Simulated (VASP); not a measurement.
**Lattice of Cu (Copper) across functionals and dispersion corrections**

Which functional gives the lattice of Cu (Copper) as experiment finds it, and is a dearer one worth its cost? The levels: PBE, LDA, r2SCAN and PBE + D3(BJ). The start is a cell from a database of measured crystal structures.

Program: VASP 6.6.1. Level of theory: PBE; plane waves and PAW (Cu), in the first sound run; inputs show where later runs differ. Results are calculated unless marked as measured.

**Measured values to reproduce.**

For Cu, face-centered cubic (literature value used as simulation input, 300 K), “Multiple origins of extra electron diffractions in fcc metals” (2023, arxiv:2311.10326) quotes earlier work: lattice constant a (cubic lattice parameter, quoted experimental value) 3.615 Å [literature value at ambient conditions, used as fixed simulation input].

## (1) The starting structure

Before any relaxation, the start is as follows. The structure is cubic, space group Fm-3m (No. 225). The conventional cell has a = 3.613 Å, b = 3.613 Å, c = 3.613 Å, α = 90.00°, β = 90.00°, γ = 90.00°. Cu has 12 Cu at 2.55 Å nearest.

## (2) Relaxation with PBE

Properties are meant for the cell that this level of theory prefers, so cell and atoms are relaxed first (ISIF = 3) until forces and stress are small; EDIFFG sets the threshold. PBE, the usual starting point, adds the gradient of the density.

INCAR

```
SYSTEM = Cu
PREC = Accurate
ENCUT = 520
EDIFF = 1E-06
NELM = 100
ISMEAR = -1
SIGMA = 0.05
LREAL = .FALSE.
ALGO = Normal
GGA = PE
NBANDS = 11
LASPH = .TRUE.
LORBIT = 11
LWAVE = .FALSE.
LCHARG = .FALSE.
KPAR = 2
IBRION = 2
NSW = 60
ISIF = 3
EDIFFG = -0.01
```

POSCAR

```
Cu
1.0
    0.0000000000      1.8065000000      1.8065000000
    1.8065000000      0.0000000000      1.8065000000
    1.8065000000      1.8065000000      0.0000000000
Cu
1
Direct
    0.0000000000      0.0000000000      0.0000000000
```

KPOINTS

```
Automatic mesh
0
Gamma
11 11 11
0 0 0
```

PAW data sets: Cu (PBE family, release 64).

The run is started by

```
$ mpirun -np 2 vasp_std
```

Log:

```text
[banner, memory and clock lines left out]
running    2 mpi-ranks, on    1 nodes
 distrk:  each k-point on    1 cores,    2 groups
 distr:  one band on    1 cores,    1 groups

 POSCAR found type information on POSCAR Cu
 POSCAR found :  1 types and       1 ions
 LDA part: xc-table for (Slater+PW92), standard interpolation
 POSCAR, INCAR and KPOINTS ok, starting setup
 FFT: planning ... GRIDC
 FFT: planning ... GRID_SOFT
 FFT: planning ... GRID
 WAVECAR not read
 entering main loop
       N       E                     dE             d eps       ncg     rms          rms(c)
DAV:   1     0.385586786354E+02    0.38559E+02   -0.54411E+03  1344   0.165E+03
DAV:   2    -0.360039761761E+01   -0.42159E+02   -0.39507E+02  1247   0.196E+02
DAV:   3    -0.463100232278E+01   -0.10306E+01   -0.10254E+01  1371   0.372E+01
DAV:   4    -0.463799077012E+01   -0.69884E-02   -0.69873E-02  1422   0.278E+00
DAV:   5    -0.463805860839E+01   -0.67838E-04   -0.67838E-04  1403   0.272E-01    0.770E+00
DAV:   6    -0.411095117966E+01    0.52711E+00   -0.15222E+01  1436   0.788E+01    0.391E+00
DAV:   7    -0.374455198086E+01    0.36640E+00   -0.23876E+00  1427   0.311E+01    0.574E-01
DAV:   8    -0.373378535734E+01    0.10767E-01   -0.52287E-03  1343   0.115E+00    0.310E-01
DAV:   9    -0.373208571644E+01    0.16996E-02   -0.10838E-02  1465   0.194E+00    0.285E-02
DAV:  10    -0.373208899363E+01   -0.32772E-05   -0.37575E-05  1806   0.102E-01    0.896E-03
DAV:  11    -0.373208781241E+01    0.11812E-05   -0.10612E-06   936   0.202E-02    0.286E-04
DAV:  12    -0.373208788441E+01   -0.72005E-07   -0.59009E-08   691   0.312E-03
   1 F= -.37320879E+01 E0= -.37314072E+01  d E =-.373209E+01
 curvature:   0.00 expect dE= 0.000E+00 dE for cont linesearch  0.000E+00
 trial: gam= 0.00000 g(F)=  0.267E-61 g(S)=  0.409E-02 ort = 0.000E+00 (trialstep = 0.100E+01)
 search vector abs. value=  0.409E-02
 bond charge predicted
       N       E                     dE             d eps       ncg     rms          rms(c)
DAV:   1    -0.387106390407E+01   -0.13898E+00   -0.24135E+00  1436   0.358E+01    0.302E+00
DAV:   2    -0.377654511796E+01    0.94519E-01   -0.18020E+00  1400   0.261E+01    0.118E+00
DAV:   3    -0.373692917227E+01    0.39616E-01   -0.29301E-01  1403   0.109E+01    0.460E-01
DAV:   4    -0.373297717186E+01    0.39520E-02   -0.81414E-03  1710   0.117E+00    0.525E-02
DAV:   5    -0.373294697965E+01    0.30192E-04   -0.24728E-04  1469   0.308E-01    0.145E-02
DAV:   6    -0.373294640218E+01    0.57747E-06   -0.64372E-06  1047   0.401E-02
   2 F= -.37329464E+01 E0= -.37322355E+01  d E =-.858518E-03
 trial-energy change:   -0.000859  1 .order   -0.000865   -0.004093    0.002364
 step:   0.6339(harm=  0.6339)  dis= 0.00000  next Energy=    -3.733385 (dE=-0.130E-02)
 bond charge predicted
       N       E                     dE             d eps       ncg     rms          rms(c)
DAV:   1    -0.375235760417E+01   -0.19411E-01   -0.32012E-01  1433   0.126E+01    0.115E+00
DAV:   2    -0.374036131139E+01    0.11996E-01   -0.27667E-01  1403   0.103E+01    0.483E-01
DAV:   3    -0.373384580588E+01    0.65155E-02   -0.44623E-02  1400   0.424E+00    0.157E-01
DAV:   4    -0.373336204406E+01    0.48376E-03   -0.51665E-04  1462   0.222E-01    0.299E-03
DAV:   5    -0.373336139588E+01    0.64818E-06   -0.83740E-06  1567   0.473E-02
   3 F= -.37333614E+01 E0= -.37326641E+01  d E =-.127351E-02
 curvature:  -0.32 expect dE=-0.796E-06 dE for cont linesearch -0.796E-06
 trial: gam= 0.00000 g(F)=  0.364E-61 g(S)=  0.251E-05 ort =-0.101E-03 (trialstep = 0.927E+00)
 search vector abs. value=  0.251E-05
 reached required accuracy - stopping structural energy minimisation
```

Run time: 6.6 s. Hardware: 2 MPI ranks of AMD EPYC 9R45, shared host; peak memory 0.22 GiB.

Lines that name or quote the potential files are left out of all logs, and their timing lines are given in words.

OUTCAR, selected parts (step 2):

```text
ion  position               nearest neighbor table
   1  0.000  0.000  0.000-

  LATTYP: Found a face centered cubic cell.
 ALAT       =     3.6130000000

 Subroutine GETGRP returns: Found 48 space group operations
 (whereof 48 operations were pure point group operations)

The static configuration has the point symmetry O_h .

 Found     56 irreducible k-points:

   k-points           NKPTS =     56   k-points in BZ     NKDIM =     56   number of bands    NBANDS=     11

   dimension x,y,z NGX =    20 NGY =   20 NGZ =   20
   dimension x,y,z NGXF=    40 NGYF=   40 NGZF=   40

   ENCUT  =  520.0 eV  38.22 Ry    6.18 a.u.   4.75  4.75  4.75*2*pi/ulx,y,z

   NELECT =      11.0000    total number of electrons

 k-points in reciprocal lattice and weights: Automatic mesh
   0.00000000  0.00000000  0.00000000       0.001
   0.09090909  0.00000000  0.00000000       0.006
   0.18181818  0.00000000  0.00000000       0.006
   0.27272727  0.00000000  0.00000000       0.006
   0.36363636  0.00000000  0.00000000       0.006
   0.45454545  0.00000000  0.00000000       0.006
   0.09090909  0.09090909  0.00000000       0.005
   0.18181818  0.09090909  0.00000000       0.018
   0.27272727  0.09090909  0.00000000       0.018
[...]
-0.36363636  0.45454545  0.18181818       0.018
  -0.27272727  0.45454545  0.18181818       0.018

 average (electrostatic) potential at core
       1 -63.8468

 E-fermi :   7.5113

 k-point     1 :       0.0000    0.0000    0.0000
  band No.  band energies     occupation
    ...
      2       4.4237      2.00000
      3       4.4237      2.00000
      4       4.4237      2.00000
      5       5.2278      2.00000
      6       5.2278      2.00000
      7      29.9003      0.00000
      8      32.4379      0.00000
      9      32.4379      0.00000
     10      32.4379      0.00000
     11      34.9179      0.00000

 k-point     2 :       0.0909    0.0000    0.0000
  band No.  band energies     occupation
    ...
      2       4.3637      2.00000
      3       4.4767      2.00000
      4       4.4767      2.00000
      5       5.2085      2.00000
      6       5.2085      2.00000
      7      27.7846      0.00000
      8      30.6672      0.00000
      9      31.6531      0.00000
     10      31.6531      0.00000
     11      36.1148      0.00000

 k-point     3 :       0.1818    0.0000    0.0000
  band No.  band energies     occupation
    ...
      2       4.2317      2.00000
      3       4.5710      2.00000
      4       4.5710      2.00000
      5       5.2110      2.00000
      6       5.2110      2.00000
      7      23.1416      0.00000
      8      30.2258      0.00000
      9      30.6138      0.00000
     10      30.6138      0.00000
     11      36.7571      0.00000

  Total       -0.0041645     -0.0041645     -0.0041645      0.0000000     -0.0000000      0.0000000
  in kB       -0.5572487     -0.5572487     -0.5572487      0.0000000     -0.0000000      0.0000000
  external PRESSURE =      -0.5572487 kB  Pullay stress =       0.0000000 kB

  energy-cutoff  :      520.00
  volume of cell :       11.97
      direct lattice vectors                 reciprocal lattice vectors
    -0.000000000  1.815790847  1.815790847    -0.275362111  0.275362111  0.275362111
     1.815790847  0.000000000  1.815790847     0.275362111 -0.275362111  0.275362111
     1.815790847  1.815790847  0.000000000     0.275362111  0.275362111 -0.275362111

 POSITION                                       TOTAL-FORCE (eV/Angst)
 -----------------------------------------------------------------------------------
      0.00000      0.00000      0.00000         0.000000      0.000000      0.000000
 -----------------------------------------------------------------------------------
    total drift:                               -0.000000     -0.000000     -0.000000

  FREE ENERGIE OF THE ION-ELECTRON SYSTEM (eV)
  ---------------------------------------------------
  free  energy   TOTEN  =        -3.7333613959 eV

  energy  without entropy=       -3.7319668225  energy(sigma->0) =       -3.73266411

 reached required accuracy - stopping structural energy minimisation

 total charge
# of ion       s       p       d       tot
------------------------------------------
    1        0.441   0.374   9.171   9.987

[... 3 further parts left out ...]
```

CONTCAR:

```
Cu
   1.00000000000000
    -0.0000000000000000    1.8157908469381130    1.8157908469381130
     1.8157908469381130    0.0000000000000000    1.8157908469381130
     1.8157908469381130    1.8157908469381130    0.0000000000000000
  Cu
     1
Direct
     0.0000000000000000    0.0000000000000000    0.0000000000000000
```

This run has no spin polarisation. Its electron count is odd, so without a moment it is a metal by construction. The k-mesh is coarse for a metal. The run keeps the 48 symmetry operations of its start, so it cannot find a distortion of lower symmetry.

The steps of the relaxation:

```tsv
step	energy less that of the first step (eV)	largest force (eV/Å)	pressure (GPa)	volume (Å³)
1	0.0000	0.0000	2.29	11.79
2	-0.0009	0.0000	-1.29	12.08
3	-0.0013	0.0000	-0.06	11.97
```

```tsv
conventional cell, symmetrised	before	after	change
a (Å)	3.613	3.632	+0.5 %
b (Å)	3.613	3.632	+0.5 %
c (Å)	3.613	3.632	+0.5 %
volume (Å³/atom)	11.79	11.97	+1.6 %
```

The relaxed structure:

```cif
data_structure
_symmetry_space_group_name_H-M 'P 1'
_symmetry_Int_Tables_number 1
_cell_length_a 2.5679
_cell_length_b 2.5679
_cell_length_c 2.5679
_cell_angle_alpha 60.000
_cell_angle_beta 60.000
_cell_angle_gamma 60.000
_cell_volume 11.97
loop_
_atom_site_label
_atom_site_type_symbol
_atom_site_fract_x
_atom_site_fract_y
_atom_site_fract_z
_atom_site_occupancy
Cu1 Cu 0.00000 0.00000 0.00000 1
```

Numbers from this step:

```
electrons                       : 11
bands                           : 11
irreducible k-points            : 56
symmetry operations             : 48
free energy (TOTEN)             : -3.733 eV
energy at zero smearing         : -3.733 eV
Fermi energy                    : 7.511 eV
pressure                        : -0.05572 GPa
metallic                        : yes
SCF cycles over all ionic steps : 23
```

It ends with forces that vanish by symmetry and a pressure of -0.06 GPa. The volume lies +1.6 % from that of the database's start. The conventional cell has a = 3.632 Å.

## (3) Relaxation with LDA

This step: LDA; plane waves and PAW (Cu) (VASP 6.6.1).

LDA, the lowest rung, knows the local density alone.

Edit INCAR of step 2 so:

```diff
@@ -9,3 +9,3 @@
 ALGO = Normal
-GGA = PE
+GGA = CA
 NBANDS = 11
```

POSCAR is that of step 2.

KPOINTS is that of step 2.

The run is started by

```
$ mpirun -np 2 vasp_std
```

Log:

```text
[banner, memory and clock lines left out]
running    2 mpi-ranks, on    1 nodes
 distrk:  each k-point on    1 cores,    2 groups
 distr:  one band on    1 cores,    1 groups

 POSCAR found type information on POSCAR Cu
 POSCAR found :  1 types and       1 ions
|                                                                             |
|               ----> ADVICE to this user running VASP <----                  |
|                                                                             |
|     You enforced a specific xc type in the INCAR file but a different       |
|     [... a line on the potential file left out ...]
|     I HOPE YOU KNOW WHAT YOU ARE DOING!                                     |
|                                                                             |

 LDA part: xc-table for (Slater(with rela. corr.)+CA(PZ))
 , standard interpolation
 POSCAR, INCAR and KPOINTS ok, starting setup
 FFT: planning ... GRIDC
 FFT: planning ... GRID_SOFT
 FFT: planning ... GRID
 WAVECAR not read
 entering main loop
       N       E                     dE             d eps       ncg     rms          rms(c)
DAV:   1     0.374544254110E+02    0.37454E+02   -0.54244E+03  1344   0.164E+03
DAV:   2    -0.484250803005E+01   -0.42297E+02   -0.39640E+02  1247   0.196E+02
DAV:   3    -0.588978440275E+01   -0.10473E+01   -0.10416E+01  1371   0.376E+01
DAV:   4    -0.589696153833E+01   -0.71771E-02   -0.71759E-02  1433   0.281E+00
DAV:   5    -0.589703089206E+01   -0.69354E-04   -0.69353E-04  1398   0.273E-01    0.875E+00
DAV:   6    -0.523020598384E+01    0.66682E+00   -0.20621E+01  1418   0.921E+01    0.467E+00
DAV:   7    -0.471726311918E+01    0.51294E+00   -0.31787E+00  1430   0.362E+01    0.480E-01
DAV:   8    -0.470619198579E+01    0.11071E-01   -0.11827E-02  1461   0.214E+00    0.380E-01
DAV:   9    -0.470352235980E+01    0.26696E-02   -0.14386E-02  1438   0.216E+00    0.178E-02
DAV:  10    -0.470353128631E+01   -0.89265E-05   -0.43752E-05  1785   0.110E-01    0.484E-03
DAV:  11    -0.470353362768E+01   -0.23414E-05   -0.99065E-07   886   0.104E-02    0.768E-04
DAV:  12    -0.470353362589E+01    0.17926E-08   -0.90595E-08   703   0.535E-03
   1 F= -.47035336E+01 E0= -.47028032E+01  d E =-.470353E+01
 curvature:   0.00 expect dE= 0.000E+00 dE for cont linesearch  0.000E+00
 trial: gam= 0.00000 g(F)=  0.636E-62 g(S)=  0.104E+00 ort = 0.000E+00 (trialstep = 0.100E+01)
 search vector abs. value=  0.104E+00
 bond charge predicted
       N       E                     dE             d eps       ncg     rms          rms(c)
DAV:   1    -0.852521261511E+01   -0.38217E+01   -0.59244E+01  1442   0.157E+02    0.164E+01
DAV:   2    -0.597717404799E+01    0.25480E+01   -0.50424E+01  1391   0.154E+02    0.608E+00
DAV:   3    -0.480352885918E+01    0.11736E+01   -0.66621E+00  1406   0.540E+01    0.195E+00
DAV:   4    -0.472584725908E+01    0.77682E-01   -0.84686E-02  1388   0.524E+00    0.458E-01
DAV:   5    -0.471851436792E+01    0.73329E-02   -0.48063E-02  1408   0.472E+00    0.101E-01
DAV:   6    -0.471841719039E+01    0.97178E-04   -0.36625E-04  1800   0.361E-01    0.341E-02
DAV:   7    -0.471840083712E+01    0.16353E-04   -0.72856E-05  1495   0.161E-01    0.137E-03
DAV:   8    -0.471840095435E+01   -0.11723E-06   -0.52282E-07   793   0.859E-03
   2 F= -.47184010E+01 E0= -.47176316E+01  d E =-.148673E-01
 trial-energy change:   -0.014867  1 .order   -0.008834   -0.103933    0.086265
 step:   0.5924(harm=  0.5464)  dis= 0.00000  next Energy=    -4.735573 (dE=-0.320E-01)
 bond charge predicted
       N       E                     dE             d eps       ncg     rms          rms(c)
DAV:   1    -0.532206162456E+01   -0.60366E+00   -0.10720E+01  1433   0.801E+01    0.604E+00
DAV:   2    -0.487377339881E+01    0.44829E+00   -0.62719E+00  1409   0.507E+01    0.187E+00
DAV:   3    -0.475507323176E+01    0.11870E+00   -0.85845E-01  1403   0.196E+01    0.958E-01
DAV:   4    -0.473637795857E+01    0.18695E-01   -0.42323E-02  1754   0.302E+00    0.149E-01
DAV:   5    -0.473602083786E+01    0.35712E-03   -0.22235E-03  1411   0.972E-01    0.294E-02
DAV:   6    -0.473601267300E+01    0.81649E-05   -0.24578E-05  1823   0.701E-02    0.700E-03
DAV:   7    -0.473601218344E+01    0.48955E-06   -0.31355E-06   793   0.345E-02
   3 F= -.47360122E+01 E0= -.47352984E+01  d E =-.324786E-01
 curvature:  -0.27 expect dE=-0.113E-05 dE for cont linesearch -0.113E-05
 trial: gam=-0.00630 g(F)=  0.640E-62 g(S)=  0.418E-05 ort = 0.659E-03 (trialstep = 0.918E+00)
 search vector abs. value=  0.268E-09
 reached required accuracy - stopping structural energy minimisation
```

It took 6.4 s on 2 MPI ranks; peak memory 0.21 GiB.

OUTCAR, selected parts (step 3):

```text
The static configuration has the point symmetry O_h .

 Found     56 irreducible k-points:

   NELECT =      11.0000    total number of electrons

 E-fermi :   8.2025

 k-point     1 :       0.0000    0.0000    0.0000
  band No.  band energies     occupation
    ...
      2       4.8179      2.00000
      3       4.8179      2.00000
      4       4.8179      2.00000
      5       5.7601      2.00000
      6       5.7601      2.00000
      7      31.4265      0.00000
      8      34.4833      0.00000
      9      34.4833      0.00000
     10      34.4833      0.00000
     11      37.0822      0.00000

 k-point     2 :       0.0909    0.0000    0.0000
  band No.  band energies     occupation
    ...
      2       4.7478      2.00000
      3       4.8790      2.00000
      4       4.8790      2.00000
      5       5.7372      2.00000
      6       5.7372      2.00000
      7      29.4895      0.00000
      8      32.4223      0.00000
      9      33.6900      0.00000
     10      33.6900      0.00000
     11      38.2808      0.00000

  Total       -0.0053729     -0.0053729     -0.0053729      0.0000000      0.0000000      0.0000000
  in kB       -0.7858053     -0.7858053     -0.7858053      0.0000000      0.0000000      0.0000000
  external PRESSURE =      -0.7858053 kB  Pullay stress =       0.0000000 kB

  energy-cutoff  :      520.00
  volume of cell :       10.95
      direct lattice vectors                 reciprocal lattice vectors
     0.000000000  1.762749073  1.762749073    -0.283647859  0.283647859  0.283647859
     1.762749073 -0.000000000  1.762749073     0.283647859 -0.283647859  0.283647859
     1.762749073  1.762749073  0.000000000     0.283647859  0.283647859 -0.283647859

 POSITION                                       TOTAL-FORCE (eV/Angst)
 -----------------------------------------------------------------------------------
      0.00000      0.00000      0.00000         0.000000     -0.000000      0.000000
 -----------------------------------------------------------------------------------
    total drift:                               -0.000000     -0.000000     -0.000000

  FREE ENERGIE OF THE ION-ELECTRON SYSTEM (eV)
  ---------------------------------------------------
  free  energy   TOTEN  =        -4.7360121834 eV

  energy  without entropy=       -4.7345847000  energy(sigma->0) =       -4.73529844

 total charge
# of ion       s       p       d       tot
------------------------------------------
    1        0.482   0.446   9.190  10.117

[... 8 parts as in an earlier step ...]

[... 5 further parts left out ...]
```

CONTCAR:

```
Cu
   1.00000000000000
     0.0000000000000000    1.7627490725222721    1.7627490725222721
     1.7627490725222721   -0.0000000000000000    1.7627490725222721
     1.7627490725222721    1.7627490725222721    0.0000000000000000
  Cu
     1
Direct
     0.0000000000000000    0.0000000000000000    0.0000000000000000
```

The PAW data sets were made with PBE, though LDA sets exist; this is a small mismatch.

The steps of the relaxation:

```tsv
step	energy less that of the first step (eV)	largest force (eV/Å)	pressure (GPa)	volume (Å³)
1	0.0000	0.0000	-11.52	11.79
2	-0.0149	0.0000	10.83	10.40
3	-0.0325	0.0000	-0.08	10.95
```

```tsv
conventional cell, symmetrised	before	after	change
a (Å)	3.613	3.525	-2.4 %
b (Å)	3.613	3.525	-2.4 %
c (Å)	3.613	3.525	-2.4 %
volume (Å³/atom)	11.79	10.95	-7.1 %
```

Final coordinates:

```
Cu
1.0
     0.00000    1.76275    1.76275
     1.76275    0.00000    1.76275
     1.76275    1.76275    0.00000
Cu
1
Direct
  0.00000 0.00000 0.00000
```

Numbers from this step:

- free energy (TOTEN): -4.736 eV
- energy at zero smearing: -4.735 eV
- Fermi energy: 8.203 eV
- pressure: -0.07858 GPa
- SCF cycles over all ionic steps: 27

It ends at 10.95 Å³/atom, -7.1 % from the start, with -0.08 GPa left. The conventional cell has a = 3.525 Å.

(Continued in part 2 of 2.)

[Lines on the potential files, build, host, timing and source positions are cut from VASP's logs without a mark.]

[Logs are printed without paths, hosts, clocks, repeated set-up lines and the standing remarks that a program may print on its own settings, such as how far it seeks lower states.]

[Hosts, paths, dates, database ids (printed as entryN), source tags and the programs' standing remarks are cut or masked in the printed files.]

[A measured line is paired with the nearest computed mode of its activity, which favours agreement.]
